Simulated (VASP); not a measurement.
Here is the system:

```
InP
1.0
    0.00000     2.97579     2.97579
    2.97579     0.00000     2.97579
    2.97579     2.97579     0.00000
In P
1 1
Direct
  0.00000   0.00000   0.00000
  0.25000   0.25000   0.25000
```

The numbers are results of optB88-vdW, VASP's PBE PAW potentials (set 64) (plane waves; VASP), not measurements. Numerical set-up: 520 eV cut-off, 7×7×7 Γ-centred mesh, Gaussian smearing of 0.050 eV, potentials In_d P.

Unless said otherwise, spin-orbit coupling is left out, though it shifts the bands of the heavy elements here.

Q: Predict the energy per atom (σ→0), band gap (on the k-mesh) with the smallest direct gap where there is one.

A: 
* **band gap (on the k-mesh)**: 0.32 eV
* **smallest direct gap (on the k-mesh)**: 0.32 eV
* **energy per atom (σ→0)**: -1880 meV/atom

The compound is InP in the zinc blende structure. It was relaxed first. The start is the result of an earlier pass.
